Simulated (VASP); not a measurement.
# ScFe: structure and properties in VASP, part 4 of 5

What structure does ScFe take at this level, and what are its properties? The cell is invented: it takes the structure of a Materials Project entry for GaFe (space group 187 there), with some of its atoms replaced by other elements, volume scaled by an estimate. It may not be a known or stable phase.

VASP 6.6.1, plane waves and PAW; the level of theory is named at each step.

So far, moment of the cell, from the last line of the log (μB): step 2 (full relaxation (vdW-DF)) 1.07; step 3 (second relaxation) 0.996; step 4 (density, ELF and potential (vdW-DF)) 0.998. The relaxed cell has a = 3.234, c = 3.835 Å (conventional setting).

**5. Band structure (vdW-DF)**

This step: vdW-DF, spin-polarised from a ferrimagnetic start; plane waves and PAW (Fe, Sc_sv); invented cell (VASP 6.6.1).

The mesh alone shows little of the dispersion and can miss band extrema, so KPOINTS_OPT adds a path through the symmetry points after the self-consistent cycle.

Contents of INCAR:

```
SYSTEM = ScFe
PREC = Accurate
ENCUT = 400
EDIFF = 1E-06
NELM = 100
ISMEAR = 0
SIGMA = 0.05
LREAL = .FALSE.
ALGO = Normal
GGA = RE
AGGAC = 0
LUSE_VDW = .TRUE.
LASPH = .TRUE.
ISPIN = 2
MAGMOM = 1.585 -0.388
LMAXMIX = 4
LORBIT = 11
LWAVE = .FALSE.
LCHARG = .FALSE.
```

Contents of POSCAR:

```
ScFe
1.0
    3.2343496747      0.0000000000      0.0000000000
   -1.6171748374      2.8010285150      0.0000000000
    0.0000000000      0.0000000000      3.8346693326
Fe Sc
1 1
Direct
    0.6666666700      0.3333333300      0.0000000000
    0.0000000000      0.0000000000      0.5000000000
```

Contents of KPOINTS:

```
Automatic mesh
0
Gamma
9 9 7
0 0 0
```

Contents of KPOINTS_OPT:

```
Line mode
16
Line-mode
Reciprocal
  0.00000000   0.00000000   0.00000000 GAMMA
  0.50000000   0.00000000   0.00000000 M

  0.50000000   0.00000000   0.00000000 M
  0.33333333   0.33333333   0.00000000 K

  0.33333333   0.33333333   0.00000000 K
  0.00000000   0.00000000   0.00000000 GAMMA

  0.00000000   0.00000000   0.00000000 GAMMA
  0.00000000   0.00000000   0.50000000 A

  0.00000000   0.00000000   0.50000000 A
  0.50000000   0.00000000   0.50000000 L

  0.50000000   0.00000000   0.50000000 L
  0.33333333   0.33333333   0.50000000 H

  0.33333333   0.33333333   0.50000000 H
  0.00000000   0.00000000   0.50000000 A

  0.50000000   0.00000000   0.50000000 L
  0.50000000   0.00000000   0.00000000 M

  0.33333333   0.33333333   0.00000000 K
  0.33333333   0.33333333   0.50000000 H
```

Potentials, in the order of the species: Fe and Sc_sv (PBE family, release 64).

Started as:

```sh
$ mpirun -np 1 vasp_std
```

What it wrote:

```text
[... set-up lines as in an earlier step ...]
 entering main loop
       N       E                     dE             d eps       ncg     rms          rms(c)
DAV:   1     0.185694529064E+03    0.18569E+03   -0.80505E+03  2720   0.126E+03
DAV:   2    -0.108792303396E+01   -0.18678E+03   -0.18241E+03  2906   0.475E+02
DAV:   3    -0.832269857614E+01   -0.72348E+01   -0.69453E+01  3954   0.107E+02
DAV:   4    -0.850292641458E+01   -0.18023E+00   -0.17854E+00  3638   0.148E+01
DAV:   5    -0.850725809606E+01   -0.43317E-02   -0.43296E-02  3804   0.200E+00    0.965E+00
DAV:   6    -0.858210394917E+01   -0.74846E-01   -0.71184E+00  3038   0.405E+01    0.977E+00
DAV:   7    -0.786986009675E+01    0.71224E+00   -0.68512E+00  4292   0.343E+01    0.641E+00
DAV:   8    -0.762138543850E+01    0.24847E+00   -0.91325E-01  3698   0.125E+01    0.141E+00
DAV:   9    -0.764181454541E+01   -0.20429E-01   -0.88685E-02  4470   0.330E+00    0.911E-01
DAV:  10    -0.764914673992E+01   -0.73322E-02   -0.35042E-02  4536   0.204E+00    0.366E-01
DAV:  11    -0.764938617107E+01   -0.23943E-03   -0.30764E-03  4460   0.581E-01    0.192E-01
DAV:  12    -0.764928557663E+01    0.10059E-03   -0.96301E-04  4614   0.288E-01    0.536E-02
DAV:  13    -0.764931778152E+01   -0.32205E-04   -0.76009E-05  3486   0.112E-01    0.197E-02
DAV:  14    -0.764932272926E+01   -0.49477E-05   -0.59989E-06  3282   0.289E-02    0.101E-02
DAV:  15    -0.764932458716E+01   -0.18579E-05   -0.32918E-06  2682   0.204E-02    0.400E-03
DAV:  16    -0.764932465095E+01   -0.63797E-07   -0.36380E-07  1446   0.838E-03
   1 F= -.76493247E+01 E0= -.76490176E+01  d E =-.614044E-03  mag=     0.9976
 Start KPOINTS_OPT (optional k-point list driver)
k-point batch [1-48\144]
       N       E                     dE             ncg
DAV:   1    -0.435087424036E+03   -0.20895E+05     2712
DAV:   2    -0.929747916152E+04   -0.88624E+04     2804
DAV:   3    -0.964053767308E+04   -0.34306E+03     3892
DAV:   4    -0.965035521969E+04   -0.98175E+01     3542
DAV:   5    -0.965062329966E+04   -0.26808E+00     3894
DAV:   6    -0.965062930636E+04   -0.60067E-02     3484
DAV:   7    -0.965062949506E+04   -0.18871E-03     3958
DAV:   8    -0.965062949787E+04   -0.28024E-05     2382
DAV:   9    -0.965062949813E+04   -0.26347E-06     2490
[...]
k-point batch [97-144\144]
       N       E                     dE             ncg
DAV:   1    -0.203664912449E+03   -0.30114E+05     2728
DAV:   2    -0.913470388775E+04   -0.89310E+04     2828
DAV:   3    -0.948666483788E+04   -0.35196E+03     3836
DAV:   4    -0.949737288833E+04   -0.10708E+02     3804
DAV:   5    -0.949757876474E+04   -0.20588E+00     3722
DAV:   6    -0.949758341478E+04   -0.46500E-02     3730
DAV:   7    -0.949758351972E+04   -0.10493E-03     3782
DAV:   8    -0.949758352138E+04   -0.16627E-05     2492
DAV:   9    -0.949758352164E+04   -0.26523E-06     2226
```

The job ended after 95 s (1 MPI rank of Intel Xeon Platinum 8375C at 2.90GHz (Ice Lake), shared host; peak memory 0.31 GiB).

Parts of OUTCAR (step 5):

```text
   k-points           NKPTS =     48   k-points in BZ     NKDIM =     48   number of bands    NBANDS=     14

   NELECT =      19.0000    total number of electrons

 E-fermi :   4.3788

 spin component 1
 k-point     1 :       0.0000    0.0000    0.0000
  band No.  band energies     occupation
    ...
      6       1.6393      1.00000
      7       2.8166      1.00000
      8       2.8166      1.00000
      9       3.3615      1.00000
     10       3.3615      1.00000
     11       6.0869      0.00000
     12       6.5086      0.00000
     13       6.5086      0.00000
     14       8.2832      0.00000

 k-point     2 :       0.1111   -0.0000    0.0000
  band No.  band energies     occupation
    ...
      6       1.7233      1.00000
      7       2.7347      1.00000
      8       2.8963      1.00000
      9       3.3013      1.00000
     10       3.3126      1.00000
     11       6.0291      0.00000
     12       6.5034      0.00000
     13       6.7032      0.00000
     14       7.2742      0.00000

Total vdW correction in eV:      3.4069710

  Total       -0.0664434     -0.0664434     -0.0008127      0.0000000     -0.0000000      0.0000000
  in kB       -3.0642924     -3.0642914     -0.0374800      0.0000000     -0.0000000      0.0000000
  external PRESSURE =      -2.0553546 kB  Pullay stress =       0.0000000 kB

 POSITION                                       TOTAL-FORCE (eV/Angst)
 -----------------------------------------------------------------------------------
      1.61717      0.93368      0.00000         0.000000     -0.000000      0.000000
      0.00000      0.00000      1.91733        -0.000000      0.000000      0.000000
 -----------------------------------------------------------------------------------
    total drift:                               -0.000001     -0.000001      0.000000

  FREE ENERGIE OF THE ION-ELECTRON SYSTEM (eV)
  ---------------------------------------------------
  free  energy   TOTEN  =        -7.6493246510 eV

  energy  without entropy=       -7.6487106070  energy(sigma->0) =       -7.64901763

Total vdW correction in eV:      3.4069604

[... 9 parts as in an earlier step ...]

[... 13 further parts left out ...]
```

The magnetic state follows from one typed start and may not be the lowest.

This step gave:

```
SCF cycles                                        : 16
bands                                             : 14
pressure                                          : -0.2055 GPa
moment of the cell, from the last line of the log : 0.9976 μB
```

Spin up. Electronic bands along the path, in eV, zero at the Fermi level; # counts the bands kept, so #1 is VASP's band 5:

```csv
point,#3,#4,#5,#6,#7,#8
Γ,-1.56,-1.56,-1.02,-1.02,1.71,2.13
0.53 of the way,-1.84,-1.36,-1.24,-1.17,1.39,1.91
M,-1.71,-1.41,-1.25,-0.82,0.74,1.57
0.53 of the way,-1.95,-1.83,-1.20,0.06,0.82,1.62
K,-2.11,-2.07,-1.12,0.91,1.03,1.59
0.47 of the way,-2.03,-1.57,-1.17,-0.96,1.34,1.81
Γ,-1.56,-1.56,-1.02,-1.02,1.71,2.13
0.53 of the way,-1.71,-1.71,-1.11,-1.11,0.41,2.48
A,-1.77,-1.77,-1.26,-1.26,-1.03,2.93
0.47 of the way,-1.84,-1.42,-1.15,-1.11,-0.85,2.12
L,-1.44,-1.04,-0.85,-0.20,0.08,1.70
0.47 of the way,-1.46,-1.20,-1.10,-0.04,0.27,1.00
H,-1.61,-1.57,-1.42,0.22,0.37,0.54
0.47 of the way,-1.88,-1.21,-1.18,-1.01,-0.37,1.81
A,-1.77,-1.77,-1.26,-1.26,-1.03,2.93
jump to L,-1.44,-1.04,-0.85,-0.20,0.08,1.70
0.47 of the way,-1.70,-1.24,-0.82,-0.77,0.45,1.59
M,-1.71,-1.41,-1.25,-0.82,0.74,1.57
jump to K,-2.11,-2.07,-1.12,0.91,1.03,1.59
0.47 of the way,-2.00,-1.90,-1.26,0.56,0.77,1.26
H,-1.61,-1.57,-1.42,0.22,0.37,0.54
```

Of the projections kept (Fe, Sc), the largest for each band there; the rest of the weight can lie on other orbitals:

```csv
point,#3,#4,#5,#6,#7,#8
Γ,Fe 0.99,Fe 0.99,Fe 0.95,Fe 0.95,Sc 0.63,Sc 0.96
M,Fe 0.88,Fe 0.88,Fe 0.55,Fe 1.00,Fe 0.84,Sc 0.72
K,Fe 0.88,Fe 0.82,Fe 0.97,Fe 0.77,Fe 0.60,Fe 0.61
Γ,Fe 0.99,Fe 0.99,Fe 0.95,Fe 0.95,Sc 0.63,Sc 0.96
A,Fe 0.94,Fe 0.94,Fe 0.89,Fe 0.89,Fe 0.97,Sc 0.84
L,Fe 0.88,Fe 0.98,Fe 0.98,Fe 0.79,Sc 0.71,Fe 0.76
```

The electronic bands as a text plot (rows in eV):

```
    2.7 |                       ****                **
    2.4 |                     **    *              *
    2.0 |****            *****       ****         *
    1.6 |*** *****************           **     **    *******
    1.3 |   ***       ***     *                              **
    0.9 |      *******                     *   *           *** *
    0.5 |          *           *            ****        ***  ****
    0.2 |         *  *                  ******* *     **       **
   -0.2 |             *         *      * ***   * *    *
   -0.6 |        *     *              * *       * *    **
   -0.9 |**  ****       * ****** ***** ****      * *********
   -1.3 |  ****************     ******* *************** *********
   -1.6 |**** *****    ** *********** **    *****  *** *****   **
   -2.0 |    *    ********          **    **********        *****
   -2.4 |   ***  *********      *   ****** *    ** *  ***** **
   -2.7 |***   ****   *   ****** ***  *****       * ********
   -3.1 |      *       *             *             *
   -3.5 |     *                    **               **
   -3.8 |               *        **
   -4.2 |    *
   -4.6 |   *            *      *
   -4.9 |
   -5.3 |  *              *    *
   -5.7 |**                ****
         Γ      M   K       Γ     A      L   H       A|L  M|K   H
```

Spin down. The electronic bands at the labelled points (eV, zero at the Fermi level; # counts the bands kept, so #1 is VASP's band 5):

```csv
point,#2,#3,#4,#5,#6,#7,#8
Γ,-2.10,-0.10,-0.10,0.09,0.09,1.79,1.79
0.53 of the way,-1.69,-0.71,-0.57,-0.42,0.61,1.45,1.78
M,-1.88,-1.27,-1.08,-0.65,1.07,1.57,1.93
0.53 of the way,-1.66,-1.46,-1.37,-0.33,1.39,1.48,2.01
K,-1.61,-1.51,-1.47,-0.17,1.41,1.85,2.02
0.47 of the way,-1.59,-0.95,-0.87,-0.29,0.82,1.49,1.66
Γ,-2.10,-0.10,-0.10,0.09,0.09,1.79,1.79
0.53 of the way,-2.15,-0.51,-0.51,0.06,0.06,1.25,2.24
A,-3.36,-0.55,-0.55,-0.29,-0.29,0.56,2.83
0.47 of the way,-2.45,-0.65,-0.52,-0.32,0.12,0.50,1.94
L,-1.91,-0.22,-0.14,-0.10,0.90,0.94,2.18
0.47 of the way,-1.62,-0.32,-0.22,-0.06,0.26,1.06,1.55
H,-1.06,-0.78,-0.76,-0.24,0.04,1.18,1.32
0.47 of the way,-1.97,-0.62,-0.56,-0.24,0.31,0.51,1.66
A,-3.36,-0.55,-0.55,-0.29,-0.29,0.56,2.83
jump to L,-1.91,-0.22,-0.14,-0.10,0.90,0.94,2.18
0.47 of the way,-1.87,-0.98,-0.61,-0.40,1.04,1.56,1.77
M,-1.88,-1.27,-1.08,-0.65,1.07,1.57,1.93
jump to K,-1.61,-1.51,-1.47,-0.17,1.41,1.85,2.02
0.47 of the way,-1.38,-1.28,-1.21,-0.26,0.81,1.58,1.82
H,-1.06,-0.78,-0.76,-0.24,0.04,1.18,1.32
```

Of the projections kept (Fe, Sc), the largest for each band there; the rest of the weight can lie on other orbitals:

```csv
point,#2,#3,#4,#5,#6,#7,#8
Γ,Fe 0.59,Fe 0.90,Fe 0.90,Fe 0.94,Fe 0.94,Sc 0.90,Sc 0.90
M,Fe 0.68,Fe 0.56,Fe 0.76,Fe 0.81,Fe 0.99,Sc 0.61,Fe 0.82
K,Fe 0.63,Fe 0.72,Fe 0.63,Fe 0.97,Sc 0.86,Fe 0.77,Fe 0.89
Γ,Fe 0.59,Fe 0.90,Fe 0.90,Fe 0.94,Fe 0.94,Sc 0.90,Sc 0.90
A,Sc 0.76,Fe 0.77,Fe 0.77,Fe 0.85,Fe 0.85,Fe 0.98,Sc 0.95
L,Fe 0.61,Fe 0.84,Sc 0.56,Fe 0.96,Fe 0.92,Fe 0.89,Fe 0.84
```

The electronic bands as a text plot (rows in eV, shown from -6.1 to 1.3 only):

```
    1.2 |      ***     *                   *****       ***** * **
    0.9 |    **         *       *       ***     *     **
    0.6 |   *            *       *******         *****        *
    0.2 |***              ******     **    *    ***            *
   -0.1 |**         **    ****  *   *  *********** ** **    *   *
   -0.4 |  ***   ***  *****   ** ********  ****** ********   ****
   -0.7 |   *****        *      *******      *** *****   ***    *
   -1.0 |     ***       *                    **         ****  ***
   -1.3 |      ****  ***                    * **          ******
   -1.6 |   ***   ********                 **  **           ***
   -1.9 | **   ***  *     **           *****     *    *******
   -2.2 |*        ** *      *****     * ***     ***   ***
   -2.5 |       **    *              ***           *     ***
   -2.8 |      *                 *   *            *
   -3.2 |              *           **              **
   -3.5 |     *                   ***               **
   -3.8 |
   -4.1 |               *        *
   -4.4 |    *
   -4.7 |                       *
   -5.0 |   *            *
   -5.3 |                      *
   -5.6 |  *              *
   -5.9 |**                ****
         Γ      M   K       Γ     A      L   H       A|L  M|K   H
```

There is no gap at this level.

**6. Total and projected DOS (vdW-DF)**

Here the states are counted by energy and projected on the atoms. The mesh is finer than in the run before.

Changes to INCAR since step 5:

```diff
@@ -5,3 +5,3 @@
 NELM = 100
-ISMEAR = 0
+ISMEAR = -5
 SIGMA = 0.05
@@ -19 +19,2 @@
 LCHARG = .FALSE.
+NEDOS = 2001
```

POSCAR is that of step 5.

Contents of KPOINTS:

```
Automatic mesh
0
Gamma
14 14 10
0 0 0
```

Started as:

```sh
$ mpirun -np 1 vasp_std
```

What it wrote:

```text
[... set-up lines as in an earlier step ...]
 entering main loop
       N       E                     dE             d eps       ncg     rms          rms(c)
DAV:   1     0.190410334096E+03    0.19041E+03   -0.80118E+03  8160   0.125E+03
DAV:   2    -0.947367459954E+00   -0.19136E+03   -0.18696E+03  8574   0.470E+02
DAV:   3    -0.830559693925E+01   -0.73582E+01   -0.71341E+01 11766   0.109E+02
DAV:   4    -0.849811227822E+01   -0.19252E+00   -0.19007E+00 11036   0.152E+01
DAV:   5    -0.850233863763E+01   -0.42264E-02   -0.42071E-02 11448   0.200E+00    0.966E+00
DAV:   6    -0.858198300060E+01   -0.79644E-01   -0.73655E+00  9192   0.405E+01    0.978E+00
DAV:   7    -0.786738296751E+01    0.71460E+00   -0.68684E+00 13220   0.344E+01    0.639E+00
DAV:   8    -0.760977797136E+01    0.25760E+00   -0.92291E-01 11166   0.124E+01    0.147E+00
DAV:   9    -0.763448726051E+01   -0.24709E-01   -0.84875E-02 13256   0.319E+00    0.104E+00
DAV:  10    -0.764585748343E+01   -0.11370E-01   -0.50625E-02 13716   0.253E+00    0.439E-01
DAV:  11    -0.764596748235E+01   -0.11000E-03   -0.42150E-03 13218   0.654E-01    0.237E-01
DAV:  12    -0.764580411062E+01    0.16337E-03   -0.19673E-03 14264   0.388E-01    0.772E-02
DAV:  13    -0.764582833942E+01   -0.24229E-04   -0.14610E-04 12240   0.158E-01    0.282E-02
DAV:  14    -0.764585011732E+01   -0.21778E-04   -0.47461E-05 11974   0.660E-02    0.164E-02
DAV:  15    -0.764585787293E+01   -0.77556E-05   -0.73998E-06 11524   0.277E-02    0.675E-03
DAV:  16    -0.764585534433E+01    0.25286E-05   -0.10429E-06  4968   0.151E-02    0.369E-03
DAV:  17    -0.764585759547E+01   -0.22511E-05   -0.46774E-07  4422   0.105E-02    0.146E-03
DAV:  18    -0.764585775143E+01   -0.15596E-06   -0.19933E-07  4248   0.633E-03
   1 F= -.76458578E+01 E0= -.76458578E+01  d E =0.000000E+00  mag=     1.0262
 -----------------------------------------------------------------------------
|                                                                             |
|           W    W    AA    RRRRR   N    N  II  N    N   GGGG   !!!           |
|           W    W   A  A   R    R  NN   N  II  NN   N  G    G  !!!           |
|           W    W  A    A  R    R  N N  N  II  N N  N  G       !!!           |
|           W WW W  AAAAAA  RRRRR   N  N N  II  N  N N  G  GGG   !            |
|           WW  WW  A    A  R   R   N   NN  II  N   NN  G    G                |
|           W    W  A    A  R    R  N    N  II  N    N   GGGG   !!!           |
|                                                                             |
|     Tetrahedron method does not include variations of the Fermi             |
|     occupations, so forces and stress will be inaccurate. We suggest        |
|     using a different smearing scheme ISMEAR = 1 or 2 for metals in         |
|     relaxations.                                                            |
|                                                                             |
 -----------------------------------------------------------------------------
```

It took 1.9 min on 1 MPI rank; peak memory 0.37 GiB.

Parts of OUTCAR (step 6):

```text
   k-points           NKPTS =    144   k-points in BZ     NKDIM =    144   number of bands    NBANDS=     14

   NELECT =      19.0000    total number of electrons

 E-fermi :   4.3411

 spin component 1
 k-point     1 :       0.0000    0.0000    0.0000
  band No.  band energies     occupation
    ...
      6       1.6275      1.00000
      7       2.7947      1.00000
      8       2.7947      1.00000
      9       3.3494      1.00000
     10       3.3494      1.00000
     11       6.0833      0.00000
     12       6.5171      0.00000
     13       6.5171      0.00000
     14       8.2895      0.00000

 k-point     2 :       0.0714   -0.0000    0.0000
  band No.  band energies     occupation
    ...
      6       1.6639      1.00000
      7       2.7595      1.00000
      8       2.8280      1.00000
      9       3.3248      1.00000
     10       3.3288      1.00000
     11       6.0637      0.00000
     12       6.5076      0.00000
     13       6.5981      0.00000
     14       7.6575      0.00000

Total vdW correction in eV:      3.4065211

  Total        0.0043421      0.0043421      0.1014719     -0.0000000      0.0000000     -0.0000000
  in kB        0.2002537      0.2002536      4.6797642     -0.0000000      0.0000000     -0.0000000
  external PRESSURE =       1.6934238 kB  Pullay stress =       0.0000000 kB

  FREE ENERGIE OF THE ION-ELECTRON SYSTEM (eV)
  ---------------------------------------------------
  free  energy   TOTEN  =        -7.6458577514 eV

  energy  without entropy=       -7.6458577514  energy(sigma->0) =       -7.64585775

Total vdW correction in eV:      3.4065255

 magnetization (x)
# of ion       s       p       d       tot
------------------------------------------
    1       -0.000  -0.038   1.676   1.638
    2       -0.022  -0.043  -0.342  -0.407
--------------------------------------------------
tot         -0.022  -0.081   1.334   1.231

[... 7 parts as in an earlier step ...]

[... 15 further parts left out ...]
```

With tetrahedra the forces and stress of a metal are not exact derivatives of the energy.

This step gave:

* SCF cycles: 18
* irreducible k-points: 144
* free energy (TOTEN): -7.646 eV
* Fermi energy: 4.341 eV
* pressure: 0.1693 GPa
* moment of the cell, from the last line of the log: 1.026 μB
* DOS at the Fermi level: 0.9398 states/eV/cell

Spin moment in the PAW sphere by atom:

```csv
atom,spin moment in the PAW sphere (μB)
Fe1,1.64
Sc2,-0.41
```

The density of states has structure finer than the step of the table below, so its rows give means over 0.5 eV, whole bins alone (the curve runs from -12.0 to 2.34 eV). Peaks (eV: height): total up -1.79: 4.32, -1.49: 3.30, -1.20: 7.93, -1.08: 4.87; total down -1.52: 2.25, -0.47: 3.67, -0.20: 5.81, 1.90: 2.89; Fe d up -1.79: 3.22, -1.20: 6.83, -1.08: 4.26; Fe d down -0.47: 2.39, -0.20: 4.53, 1.11: 1.28; Sc d up -1.20: 0.336, 1.67: 1.62, 2.22: 1.27.

States under -12.0 eV and over 2.3 eV are left out. Density of states against energy, zero at the Fermi level; means over each step; values in states/eV/cell:

```csv
energy (eV),total up,total down,Fe d up,Fe d down,Sc d up,Sc d down
-6.5,0,0,0,0,0,0
-6.0,6.0e-4,0.0154,0,0,0,0
-5.5,0.0479,0.0687,0,2.2e-5,5.1e-5,2.0e-5
-5.0,0.0918,0.106,4.6e-4,4.9e-4,3.9e-4,6.4e-4
-4.5,0.132,0.142,0.00214,0.00149,0.00133,0.00189
-4.0,0.186,0.186,0.00776,0.00399,0.00377,0.00474
-3.5,0.272,0.244,0.0264,0.00967,0.0105,0.0114
-3.0,0.507,0.330,0.135,0.0236,0.0370,0.0289
-2.5,1.53,0.539,0.837,0.0723,0.167,0.0797
-2.0,2.63,0.747,1.83,0.190,0.189,0.146
-1.5,2.91,1.81,2.25,0.724,0.192,0.382
-1.0,2.97,1.62,2.55,0.832,0.112,0.290
-0.5,0.654,2.93,0.417,1.90,0.0567,0.440
0.0,0.586,1.47,0.227,1.10,0.126,0.130
0.5,0.786,1.09,0.210,0.766,0.254,0.136
1.0,0.797,1.66,0.180,1.04,0.305,0.327
1.5,1.11,1.51,0.119,0.661,0.586,0.530
2.0,1.45,1.80,0.210,0.638,0.767,0.723
```

The finer mesh and the other smearing move the Fermi level by -0.04 eV from the 9×9×7 run, a small shift, which tests the Fermi level alone. Of the states within 0.3 eV of the Fermi level, the largest shares in the PAW spheres are Fe d 66 % and Sc d 12 %. The rest lies in smaller channels or between the spheres.

(Part 4 of 5 ends here.)

[Lines on the potential files, build, host, timing and source positions are cut from VASP's logs without a mark.]

[Logs are printed without paths, hosts, clocks, repeated set-up lines and the standing remarks that a program may print on its own settings, such as how far it seeks lower states.]

[Hosts, paths, dates, database ids (printed as entryN), source tags and the programs' standing remarks are cut or masked in the printed files.]

[A measured line is paired with the nearest computed mode of its activity, which favours agreement.]
